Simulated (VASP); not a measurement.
Computed with PBE GGA, VASP's PBE PAW potentials (set 64) (plane waves; VASP).

VASP ran on this input.

File POSCAR:
```
AlN
1
    1.5647520561    -2.7102300566     0.0000000000
    1.5647520561     2.7102300566    -0.0000000000
    0.0000000000     0.0000000000     5.0149330207
Al N
2 2
Direct
  0.6666670000   0.3333330000   0.5001241754
  0.3333330000   0.6666670000   0.0001241754
  0.6666670000   0.3333330000   0.8818758246
  0.3333330000   0.6666670000   0.3818758246
```

INCAR:
```
GGA  =  PE   ! PBE
PSTRESS  =  200   ! kbar
LREAL  =  F   ! projection in real space or not
ALGO  =  Normal   ! blocked Davidson
LASPH  =  T
LCHARG  =  F
SIGMA  =  0.05
SYSTEM  =  AlN
LWAVE  =  F
IBRION  =  2
NELM  =  100
ISIF  =  3   ! ions, shape and volume
NSW  =  40
ISMEAR  =  0
ENCUT  =  600   ! plane-wave cut-off (eV)
EDIFFG  =  -0.01   ! ionic stop
EDIFF  =  1E-7   ! SCF stop (eV)
PREC  =  Accurate
```

File KPOINTS:
```
Automatic mesh
0
Gamma
10 10 6
0 0 0
```

POTCAR, in this order: Al N (PBE.64 set). Program: vasp_std.

Output

File OSZICAR:
```
       N       E                     dE             d eps       ncg     rms          rms(c)
DAV:   1     0.604137895846E+02    0.60414E+02   -0.83486E+03  1344   0.134E+03
DAV:   2    -0.300436158587E+02   -0.90457E+02   -0.82878E+02  1972   0.247E+02
DAV:   3    -0.344261906877E+02   -0.43826E+01   -0.43672E+01  1776   0.593E+01
DAV:   4    -0.344636727124E+02   -0.37482E-01   -0.37471E-01  1564   0.632E+00
DAV:   5    -0.344642180533E+02   -0.54534E-03   -0.54532E-03  1720   0.759E-01    0.120E+01
DAV:   6    -0.297745348356E+02    0.46897E+01   -0.17019E+01  1660   0.330E+01    0.416E+00
DAV:   7    -0.297950863620E+02   -0.20552E-01   -0.64806E-01  1468   0.675E+00    0.285E+00
DAV:   8    -0.297878179368E+02    0.72684E-02   -0.77530E-02  1584   0.314E+00    0.491E-01
DAV:   9    -0.297830851623E+02    0.47328E-02   -0.19150E-02  1716   0.104E+00    0.245E-01
DAV:  10    -0.297836552882E+02   -0.57013E-03   -0.26635E-03  1600   0.412E-01    0.139E-01
DAV:  11    -0.297835552763E+02    0.10001E-03   -0.31340E-04  1596   0.144E-01    0.337E-02
DAV:  12    -0.297835577815E+02   -0.25052E-05   -0.10057E-05  1516   0.348E-02    0.867E-03
DAV:  13    -0.297835574118E+02    0.36965E-06   -0.88323E-06  1616   0.239E-02    0.571E-03
DAV:  14    -0.297835573792E+02    0.32629E-07   -0.47936E-07  1524   0.627E-03
   1 F= -.24473903E+02 E0= -.24473903E+02  d E =-.244739E+02
       N       E                     dE             d eps       ncg     rms          rms(c)
DAV:   1    -0.302727318860E+02   -0.48917E+00   -0.38398E+01  1468   0.647E+01    0.884E+00
DAV:   2    -0.286744965659E+02    0.15982E+01   -0.41584E+00  1568   0.172E+01    0.270E+00
DAV:   3    -0.286249822128E+02    0.49514E-01   -0.41567E-01  1596   0.639E+00    0.869E-01
DAV:   4    -0.286172040333E+02    0.77782E-02   -0.15759E-02  1620   0.121E+00    0.527E-01
DAV:   5    -0.286144966805E+02    0.27074E-02   -0.25621E-03  1500   0.518E-01    0.189E-01
DAV:   6    -0.286143768950E+02    0.11979E-03   -0.10381E-03  1672   0.321E-01    0.373E-02
DAV:   7    -0.286143636343E+02    0.13261E-04   -0.49900E-05  1544   0.668E-02    0.250E-02
DAV:   8    -0.286143623600E+02    0.12743E-05   -0.42334E-06  1660   0.204E-02    0.152E-02
DAV:   9    -0.286143615573E+02    0.80267E-06   -0.35778E-07  1464   0.524E-03    0.368E-03
DAV:  10    -0.286143616834E+02   -0.12606E-06   -0.17794E-07   780   0.411E-03    0.648E-04
DAV:  11    -0.286143616817E+02    0.16933E-08   -0.24515E-08   716   0.313E-03
   2 F= -.24269009E+02 E0= -.24269009E+02  d E =0.204895E+00
       N       E                     dE             d eps       ncg     rms          rms(c)
DAV:   1    -0.301393728480E+02   -0.15250E+01   -0.11639E+01  1492   0.332E+01    0.500E+00
DAV:   2    -0.296008413875E+02    0.53853E+00   -0.17122E+00  1512   0.111E+01    0.124E+00
DAV:   3    -0.295938456779E+02    0.69957E-02   -0.10177E-01  1644   0.302E+00    0.461E-01
DAV:   4    -0.295909573785E+02    0.28883E-02   -0.45068E-03  1584   0.658E-01    0.231E-01
DAV:   5    -0.295901713098E+02    0.78607E-03   -0.72202E-04  1576   0.249E-01    0.826E-02
DAV:   6    -0.295901513460E+02    0.19964E-04   -0.73304E-05  1568   0.898E-02    0.101E-02
DAV:   7    -0.295901514918E+02   -0.14583E-06   -0.46011E-06  1596   0.196E-02    0.934E-03
DAV:   8    -0.295901513477E+02    0.14412E-06   -0.14731E-06  1592   0.977E-03    0.263E-03
DAV:   9    -0.295901513874E+02   -0.39697E-07   -0.39969E-08   744   0.205E-03
   3 F= -.24714206E+02 E0= -.24714206E+02  d E =-.240303E+00
       N       E                     dE             d eps       ncg     rms          rms(c)
DAV:   1    -0.295803070257E+02    0.98443E-02   -0.40445E-03  1508   0.627E-01    0.926E-02
DAV:   2    -0.295801248382E+02    0.18219E-03   -0.55782E-04  1540   0.197E-01    0.240E-02
DAV:   3    -0.295801228827E+02    0.19555E-05   -0.34639E-05  1604   0.566E-02    0.841E-03
DAV:   4    -0.295801223158E+02    0.56694E-06   -0.14213E-06  1596   0.115E-02    0.453E-03
DAV:   5    -0.295801224743E+02   -0.15857E-06   -0.23987E-07  1212   0.474E-03    0.159E-03
DAV:   6    -0.295801225592E+02   -0.84877E-07   -0.42051E-08   692   0.204E-03
   4 F= -.24714386E+02 E0= -.24714386E+02  d E =-.240483E+00
       N       E                     dE             d eps       ncg     rms          rms(c)
DAV:   1    -0.295715650586E+02    0.85574E-02   -0.28929E-03  1504   0.531E-01    0.782E-02
DAV:   2    -0.295714349602E+02    0.13010E-03   -0.39828E-04  1540   0.166E-01    0.202E-02
DAV:   3    -0.295714336615E+02    0.12987E-05   -0.24870E-05  1608   0.480E-02    0.706E-03
DAV:   4    -0.295714333108E+02    0.35070E-06   -0.10100E-06  1600   0.970E-03    0.383E-03
DAV:   5    -0.295714334829E+02   -0.17218E-06   -0.16178E-07   920   0.402E-03    0.120E-03
DAV:   6    -0.295714335568E+02   -0.73879E-07   -0.22938E-08   688   0.154E-03
   5 F= -.24714314E+02 E0= -.24714314E+02  d E =-.240410E+00
       N       E                     dE             d eps       ncg     rms          rms(c)
DAV:   1    -0.295885804965E+02   -0.17147E-01   -0.48209E-02  1380   0.213E+00    0.177E-01
DAV:   2    -0.295878646071E+02    0.71589E-03   -0.12127E-03  1620   0.333E-01    0.786E-02
DAV:   3    -0.295877252431E+02    0.13936E-03   -0.31128E-04  1608   0.157E-01    0.259E-02
DAV:   4    -0.295877047449E+02    0.20498E-04   -0.63974E-05  1704   0.704E-02    0.103E-02
DAV:   5    -0.295877017797E+02    0.29652E-05   -0.14294E-05  1624   0.313E-02    0.463E-03
DAV:   6    -0.295877015362E+02    0.24355E-06   -0.57465E-07  1460   0.717E-03    0.234E-03
DAV:   7    -0.295877014564E+02    0.79787E-07   -0.10524E-07   708   0.295E-03
   6 F= -.24714888E+02 E0= -.24714888E+02  d E =-.574599E-03
       N       E                     dE             d eps       ncg     rms          rms(c)
DAV:   1    -0.295864506067E+02    0.12509E-02   -0.30877E-04  1380   0.171E-01    0.141E-02
DAV:   2    -0.295864463330E+02    0.42737E-05   -0.76510E-06  1608   0.263E-02    0.626E-03
DAV:   3    -0.295864456065E+02    0.72653E-06   -0.19354E-06  1608   0.124E-02    0.207E-03
DAV:   4    -0.295864455231E+02    0.83409E-07   -0.39156E-07  1476   0.553E-03
   7 F= -.24714893E+02 E0= -.24714893E+02  d E =-.578973E-03
       N       E                     dE             d eps       ncg     rms          rms(c)
DAV:   1    -0.295798277481E+02    0.66179E-02   -0.72682E-02  1344   0.256E+00    0.982E-02
DAV:   2    -0.295796856962E+02    0.14205E-03   -0.91681E-04  1676   0.294E-01    0.488E-02
DAV:   3    -0.295796218940E+02    0.63802E-04   -0.99271E-05  1592   0.904E-02    0.155E-02
DAV:   4    -0.295796148126E+02    0.70814E-05   -0.14756E-05  1648   0.342E-02    0.498E-03
DAV:   5    -0.295796145017E+02    0.31092E-06   -0.12033E-06  1656   0.102E-02    0.261E-03
DAV:   6    -0.295796145504E+02   -0.48655E-07   -0.89579E-08   780   0.345E-03
   8 F= -.24715342E+02 E0= -.24715342E+02  d E =-.449797E-03
```

File OUTCAR:
```
------------------------ aborting loop because EDIFF is reached ----------------------------------------
  FORCE on cell =-STRESS in cart. coord.  units (eV):
  Direction    XX          YY          ZZ          XY          YZ          ZX
  --------------------------------------------------------------------------------------
  Total        4.8493021      4.8493020      4.8309385      0.0000000      0.0000000      0.0000000
  in kB      199.3844898    199.3844888    198.6294517      0.0000000      0.0000000      0.0000000
  external PRESSURE =      -0.8671899 kB  Pullay stress =     200.0000000 kB
  volume of cell :       38.97
      direct lattice vectors                 reciprocal lattice vectors
     1.522643877 -2.637296549  0.000000000     0.328376193 -0.189588084  0.000000000
     1.522643877  2.637296549 -0.000000000     0.328376193  0.189588084  0.000000000
     0.000000000  0.000000000  4.851892239     0.000000000  0.000000000  0.206105155
  FREE ENERGIE OF THE ION-ELECTRON SYSTEM (eV)
  ---------------------------------------------------
  free  energy   TOTEN  =       -29.5796145504 eV

  energy  without entropy=      -29.5796145504  energy(sigma->0) =      -29.57961455
  enthalpy is  TOTEN    =       -24.7153424336 eV   P V=        4.8642721168

 reached required accuracy - stopping structural energy minimisation
```
(Selected blocks of OUTCAR.)

**CONTCAR**
```
AlN
   1.00000000000000
     1.5226438765763162   -2.6372965488508138    0.0000000000000000
     1.5226438765763162    2.6372965488508138   -0.0000000000000000
     0.0000000000000000    0.0000000000000000    4.8518922385330354
  Al              N
     2     2
Direct
     0.6666669999999968    0.3333330000000032    0.4993506164003098
     0.3333330000000032    0.6666669999999968    0.9993506164003099
     0.6666669999999968    0.3333330000000032    0.8826493835996951
     0.3333330000000032    0.6666669999999968    0.3826493835996952
```

OUTCAR:
```
 val. band max:        6.8862619501   @ k =   0.0000   0.0000   0.0000

 cond. band min:      11.6808586296   @ k =   0.0000   0.0000   0.0000


 Fermi energy:         7.1418194263

 k-point     1 :       0.0000    0.0000    0.0000
  band No.  band energies     occupation
      1      -8.7774      2.00000
      2      -6.3859      2.00000
      3       0.5482      2.00000
      4       5.9124      2.00000
      5       5.9125      2.00000
      6       6.5929      2.00000
      7       6.5929      2.00000
      8       6.8863      2.00000
      9      11.6809      0.00000
     10      14.0767      0.00000
     11      18.0765      0.00000
     12      18.4494      0.00000

 k-point     2 :       0.1000   -0.0000    0.0000
  band No.  band energies     occupation
      1      -8.6401      2.00000
      2      -6.3083      2.00000
      3       0.7072      2.00000
      4       5.3151      2.00000
      5       5.7391      2.00000
      6       6.0370      2.00000
      7       6.5773      2.00000
      8       6.8260      2.00000
      9      12.2368      0.00000
     10      14.5849      0.00000
     11      17.4275      0.00000
     12      17.6179      0.00000

 k-point     3 :       0.2000   -0.0000    0.0000
  band No.  band energies     occupation
      1      -8.2448      2.00000
      2      -6.1060      2.00000
      3       1.1728      2.00000
      4       3.9592      2.00000
      5       4.9124      2.00000
      6       5.3660      2.00000
      7       6.4800      2.00000
      8       6.6075      2.00000
      9      13.2264      0.00000
     10      15.1573      0.00000
     11      15.8654      0.00000
     12      17.1229      0.00000

 k-point     4 :       0.3000    0.0000    0.0000
  band No.  band energies     occupation
      1      -7.6498      2.00000
      2      -5.8782      2.00000
      3       1.9011      2.00000
      4       2.5391      2.00000
      5       3.7537      2.00000
      6       4.9882      2.00000
...
```

Energy and stress use the plane-wave basis of the starting cell.

The compound is AlN in the wurtzite structure. This run relaxes it under an external pressure of 20 GPa. Symmetry was kept, so distortions that lower it aren't found.
